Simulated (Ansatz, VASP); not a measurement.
# CaSiS3: VASP beside Ansatz

Aim: how closely do two programs agree when they are given the same cell, functional and k mesh? The cell is generated by rule, not measured, and may not be a known phase. The cell is taken from a series of runs on this material, whose earlier steps may have relaxed, scaled, displaced or heated it; both programs get it as it stands.

Program: Ansatz 0.2.0. Level of theory: plane waves, with VASP 6.6.1 beside it; LDA. Results are calculated unless marked as measured.

The structure was built from a prototype and need not be the compound's stable phase.

### Step 1. The starting structure

It takes space group Pm-3m (No. 221, cubic). The conventional cell has a = 4.521 Å, b = 4.521 Å, c = 4.521 Å, α = 90.00°, β = 90.00°, γ = 90.00°. Nearest to Ca lie 12 S at 3.20 Å. Nearest to Si lie 6 S at 2.26 Å. Nearest to S lie 2 Si at 2.26 Å and 4 Ca at 3.20 Å. Farther neighbours and most contacts between anions are not listed.

Coordinates:

```cif
data_structure
_symmetry_space_group_name_H-M 'P 1'
_symmetry_Int_Tables_number 1
_cell_length_a 4.5207
_cell_length_b 4.5207
_cell_length_c 4.5207
_cell_angle_alpha 90.000
_cell_angle_beta 90.000
_cell_angle_gamma 90.000
_cell_volume 92.39
loop_
_atom_site_label
_atom_site_type_symbol
_atom_site_fract_x
_atom_site_fract_y
_atom_site_fract_z
_atom_site_occupancy
Ca1 Ca 0.00000 0.00000 0.00000 1
Si2 Si 0.50000 0.50000 0.50000 1
S3 S 0.50000 0.50000 0.00000 1
S4 S 0.50000 0.00000 0.50000 1
S5 S 0.00000 0.50000 0.50000 1
```

### Step 2. VASP: zone-centre phonons, LDA

Second derivatives magnify differences that forces hide, and they need a tight electronic threshold.

Lines of VASP's logs that name or quote its potential files are left out, and so is its time.

The input, INCAR:

```
SYSTEM = CaSiS3
PREC = Accurate
ENCUT = 500
EDIFF = 1E-08
NELM = 120
ISMEAR = 1
SIGMA = 0.2
LREAL = .FALSE.
ALGO = Normal
GGA = PW92
NBANDS = 22
LORBIT = 11
LWAVE = .FALSE.
LCHARG = .FALSE.
ISIF = 2
IBRION = 8
LASPH = .TRUE.
GGA_COMPAT = .FALSE.
KPAR = 2
```

The input, POSCAR:

```
CaSiS3
1.0
    4.5206973037      0.0000000000      0.0000000000
    0.0000000000      4.5206973037      0.0000000000
    0.0000000000      0.0000000000      4.5206973037
Ca Si S
1 1 3
Direct
    0.0000000000      0.0000000000      0.0000000000
    0.5000000000      0.5000000000      0.5000000000
    0.5000000000      0.5000000000      0.0000000000
    0.5000000000      0.0000000000      0.5000000000
    0.0000000000      0.5000000000      0.5000000000
```

The input, KPOINTS:

```
Automatic mesh
0
Gamma
8 8 8
0 0 0
```

Potentials, in the order of the species: Ca_sv, Si and S (LDA family, release 64).

Started as:

```bash
$ mpirun -np 2 vasp_std
```

Numbers of over 12 decimals in the logs are rounded to 6 here.

Log:

```text
[banner, memory and clock lines left out]
running    2 mpi-ranks, on    1 nodes
 distrk:  each k-point on    1 cores,    2 groups
 distr:  one band on    1 cores,    1 groups

 POSCAR found type information on POSCAR CaSiS
 POSCAR found :  3 types and       5 ions
|                                                                             |
|               ----> ADVICE to this user running VASP <----                  |
|                                                                             |
|     You enforced a specific xc type in the INCAR file but a different       |
|     [... a line on the potential file left out ...]
|     I HOPE YOU KNOW WHAT YOU ARE DOING!                                     |
|                                                                             |

 LDA part: xc-table for (Slater(with rela. corr.)+PW92), standard interpolation
 POSCAR, INCAR and KPOINTS ok, starting setup
 FFT: planning ... GRIDC
 FFT: planning ... GRID_SOFT
 FFT: planning ... GRID
 WAVECAR not read
 entering main loop
       N       E                     dE             d eps       ncg     rms          rms(c)
DAV:   1     0.205444731795E+03    0.20544E+03   -0.14311E+04  1540   0.130E+03
DAV:   2    -0.134624893140E+02   -0.21891E+03   -0.20871E+03  2010   0.287E+02
DAV:   3    -0.265265947160E+02   -0.13064E+02   -0.12737E+02  2084   0.648E+01
DAV:   4    -0.270708666914E+02   -0.54427E+00   -0.54229E+00  2528   0.122E+01
DAV:   5    -0.270808274764E+02   -0.99608E-02   -0.99547E-02  2080   0.148E+00    0.130E+01
DAV:   6    -0.266197530028E+02    0.46107E+00   -0.10820E+00  1876   0.440E+00    0.867E+00
DAV:   7    -0.265829467744E+02    0.36806E-01   -0.29515E-01  2206   0.263E+00    0.260E+00
DAV:   8    -0.265762358952E+02    0.67109E-02   -0.44273E-02  1866   0.108E+00    0.265E-01
DAV:   9    -0.265761488814E+02    0.87014E-04   -0.28282E-03  1992   0.322E-01    0.125E-01
DAV:  10    -0.265761782254E+02   -0.29344E-04   -0.24936E-04  2700   0.771E-02    0.418E-02
DAV:  11    -0.265761756944E+02    0.25310E-05   -0.49755E-05  1976   0.409E-02    0.144E-02
DAV:  12    -0.265761746196E+02    0.10748E-05   -0.60940E-06  2108   0.127E-02    0.754E-03
DAV:  13    -0.265761746191E+02    0.44838E-09   -0.21495E-07  2428   0.266E-03    0.600E-03
DAV:  14    -0.265761746199E+02   -0.79740E-09   -0.59535E-08  1932   0.172E-03
   1 F= -.26576175E+02 E0= -.26573349E+02  d E =-.847832E-02
 Linear response reoptimize wavefunctions to high precision
DAV:   1    -0.265761745904E+02    0.29491E-07   -0.42369E-08  1936   0.123E-03
DAV:   2    -0.265761745905E+02   -0.90495E-10   -0.93070E-10  1358   0.205E-04
 Linear response DOF=           4
 Linear response progress:
  Degree of freedom:   1/  4
       N       E                     dE             d eps       ncg     rms          rms(c)
RMM:   1    -0.443341334910E+00   -0.44334E+00    0.82091E-01  3953   0.858E+00
RMM:   2    -0.416773044001E+00    0.26568E-01   -0.77080E-02  5277   0.158E+00    0.244E-01
RMM:   3    -0.417546913136E+00   -0.77387E-03   -0.16858E-02  6191   0.482E-01    0.170E-01
RMM:   4    -0.417501697612E+00    0.45216E-04   -0.29207E-03  7187   0.206E-01    0.636E-02
RMM:   5    -0.417468074399E+00    0.33623E-04   -0.53680E-04  7239   0.724E-02    0.252E-02
RMM:   6    -0.417404803289E+00    0.63271E-04   -0.65581E-05  7356   0.322E-02    0.622E-03
RMM:   7    -0.417418161091E+00   -0.13358E-04   -0.22349E-05  7403   0.158E-02    0.577E-03
RMM:   8    -0.417404081920E+00    0.14079E-04   -0.10929E-05  7648   0.921E-03    0.806E-04
RMM:   9    -0.417402095661E+00    0.19863E-05   -0.74741E-06  8010   0.568E-03    0.339E-04
RMM:  10    -0.417403283701E+00   -0.11880E-05   -0.57139E-06  8083   0.410E-03    0.610E-04
RMM:  11    -0.417402997764E+00    0.28594E-06   -0.45291E-06  7924   0.321E-03    0.361E-04
RMM:  12    -0.417403385334E+00   -0.38757E-06   -0.34554E-06  8019   0.262E-03    0.270E-04
RMM:  13    -0.417403313004E+00    0.72330E-07   -0.29174E-06  7406   0.226E-03    0.351E-05
RMM:  14    -0.417403011476E+00    0.30153E-06   -0.22398E-06  7784   0.188E-03    0.598E-05
RMM:  15    -0.417403193865E+00   -0.18239E-06   -0.18311E-06  8135   0.161E-03    0.672E-05
RMM:  16    -0.417403209868E+00   -0.16003E-07   -0.15142E-06  7995   0.141E-03    0.911E-05
RMM:  17    -0.417403397785E+00   -0.18792E-06   -0.12726E-06  7818   0.124E-03    0.916E-05
RMM:  18    -0.417403476157E+00   -0.78371E-07   -0.10555E-06  8322   0.110E-03    0.103E-04
RMM:  19    -0.417403606811E+00   -0.13065E-06   -0.92274E-07  7997   0.989E-04    0.105E-04
 first order change of Fermi-energy  -0.22813E-04
 force on displaced ion       1 direction 1 :   0.144   0.000  -0.000
 Linear response progress:
  Degree of freedom:   2/  4
       N       E                     dE             d eps       ncg     rms          rms(c)
RMM:   1    -0.248462094856E-01   -0.24846E-01    0.43305E-02  7392   0.874E-01
RMM:   2    -0.229859332947E-01    0.18603E-02   -0.27585E-03  5804   0.243E-01    0.246E-01
RMM:   3    -0.228628387774E-01    0.12309E-03   -0.79906E-04  5657   0.992E-02    0.132E-01
RMM:   4    -0.229937623170E-01   -0.13092E-03   -0.42579E-04  6300   0.636E-02    0.307E-02
RMM:   5    -0.229230938533E-01    0.70668E-04   -0.83716E-05  6160   0.308E-02    0.716E-03
RMM:   6    -0.229560419802E-01   -0.32948E-04   -0.15506E-05  6382   0.126E-02    0.150E-03
RMM:   7    -0.229527921141E-01    0.32499E-05   -0.22782E-06  6870   0.430E-03    0.126E-03
RMM:   8    -0.229512507094E-01    0.15414E-05   -0.10501E-06  7059   0.168E-03    0.626E-04
RMM:   9    -0.229507238688E-01    0.52684E-06    0.68440E-07  7243   0.757E-04    0.241E-04
RMM:  10    -0.229511810773E-01   -0.45721E-06    0.44668E-07  7384   0.361E-04    0.824E-05
RMM:  11    -0.229510927221E-01    0.88355E-07    0.54638E-07  7580   0.185E-04    0.668E-05
RMM:  12    -0.229510755789E-01    0.17143E-07    0.45352E-08  7830   0.105E-04    0.133E-05
RMM:  13    -0.229510609739E-01    0.14605E-07    0.78153E-08  7607   0.767E-05    0.749E-06
RMM:  14    -0.229510582004E-01    0.27735E-08   -0.19347E-09  7784   0.621E-05    0.289E-06
 first order change of Fermi-energy   0.73864E-04
 force on displaced ion       2 direction 1 :  -1.932  -0.000   0.000
 Linear response progress:
  Degree of freedom:   3/  4
       N       E                     dE             d eps       ncg     rms          rms(c)
RMM:   1    -0.115336618845E+00   -0.11534E+00   -0.23286E-02 12030   0.154E+00
RMM:   2    -0.111576526992E+00    0.37601E-02   -0.70115E-03  9838   0.365E-01    0.665E-02
RMM:   3    -0.112073096416E+00   -0.49657E-03   -0.58165E-04 10002   0.973E-02    0.400E-02
RMM:   4    -0.112535938633E+00   -0.46284E-03   -0.19143E-04 10383   0.482E-02    0.176E-02
RMM:   5    -0.112521181532E+00    0.14757E-04   -0.38616E-05 11355   0.201E-02    0.897E-03
RMM:   6    -0.112548159765E+00   -0.26978E-04   -0.68400E-06 12353   0.778E-03    0.312E-03
RMM:   7    -0.112552831454E+00   -0.46717E-05   -0.27885E-06 11879   0.331E-03    0.136E-03
RMM:   8    -0.112554065839E+00   -0.12344E-05   -0.10537E-05 12681   0.148E-03    0.307E-04
RMM:   9    -0.112555408658E+00   -0.13428E-05    0.22791E-07 12787   0.709E-04    0.461E-05
RMM:  10    -0.112555615521E+00   -0.20686E-06   -0.15703E-06 13212   0.374E-04    0.509E-05
RMM:  11    -0.112555487274E+00    0.12825E-06   -0.26262E-07 13134   0.228E-04    0.260E-05
RMM:  12    -0.112555346339E+00    0.14093E-06   -0.14097E-06 13265   0.168E-04    0.136E-05
RMM:  13    -0.112555362851E+00   -0.16512E-07   -0.52395E-07 13434   0.139E-04    0.839E-06
RMM:  14    -0.112555363302E+00   -0.45133E-09   -0.33415E-07 13407   0.127E-04    0.623E-06
RMM:  15    -0.112555353486E+00    0.98166E-08   -0.16793E-07 13518   0.122E-04    0.107E-06
RMM:  16    -0.112555354595E+00   -0.11088E-08   -0.12185E-07 13097   0.120E-04    0.189E-06
RMM:  17    -0.112555353663E+00    0.93184E-09   -0.95280E-08 12641   0.118E-04    0.101E-06
 first order change of Fermi-energy   0.17595E-03
 force on displaced ion       3 direction 1 :   0.157   0.000   0.000
 Linear response progress:
  Degree of freedom:   4/  4
       N       E                     dE             d eps       ncg     rms          rms(c)
RMM:   1    -0.123014732883E+00   -0.12301E+00    0.59587E-03  6961   0.168E+00
RMM:   2    -0.114886087605E+00    0.81286E-02   -0.89505E-03  5717   0.421E-01    0.290E-01
RMM:   3    -0.115217450718E+00   -0.33136E-03   -0.17792E-03  5567   0.152E-01    0.132E-01
RMM:   4    -0.115738377847E+00   -0.52093E-03   -0.57679E-04  6092   0.752E-02    0.307E-02
RMM:   5    -0.115677378639E+00    0.60999E-04   -0.96408E-05  5991   0.346E-02    0.950E-03
RMM:   6    -0.115730962130E+00   -0.53583E-04   -0.17816E-05  6334   0.129E-02    0.469E-03
RMM:   7    -0.115760293375E+00   -0.29331E-04   -0.34739E-06  6825   0.618E-03    0.107E-03
RMM:   8    -0.115750798848E+00    0.94945E-05    0.43670E-06  6725   0.327E-03    0.154E-03
RMM:   9    -0.115757005244E+00   -0.62064E-05    0.26915E-06  7219   0.144E-03    0.193E-04
RMM:  10    -0.115758136940E+00   -0.11317E-05    0.86573E-06  7304   0.676E-04    0.212E-04
RMM:  11    -0.115757635185E+00    0.50176E-06    0.53804E-06  7583   0.335E-04    0.763E-05
RMM:  12    -0.115757692896E+00   -0.57711E-07    0.16384E-06  7930   0.196E-04    0.358E-05
RMM:  13    -0.115757652311E+00    0.40585E-07    0.82078E-07  7802   0.148E-04    0.207E-05
RMM:  14    -0.115757635077E+00    0.17234E-07    0.24977E-07  7890   0.129E-04    0.773E-06
RMM:  15    -0.115757634483E+00    0.59454E-09    0.13690E-07  7751   0.121E-04    0.123E-06
RMM:  16    -0.115757630493E+00    0.39897E-08   -0.40997E-09  7527   0.118E-04    0.166E-06
 first order change of Fermi-energy  -0.29538E-03
 force on displaced ion       3 direction 3 :  -0.000   0.000 -10.998
 Linear response finished
```

[end of part 1 of 2]

[Lines on the potential files, build, host, timing and source positions are cut from VASP's logs without a mark.]

[Logs are printed without paths, hosts, clocks, repeated set-up lines and the standing remarks that a program may print on its own settings, such as how far it seeks lower states.]

[Hosts, paths, dates, database ids (printed as entryN), source tags and the programs' standing remarks are cut or masked in the printed files.]
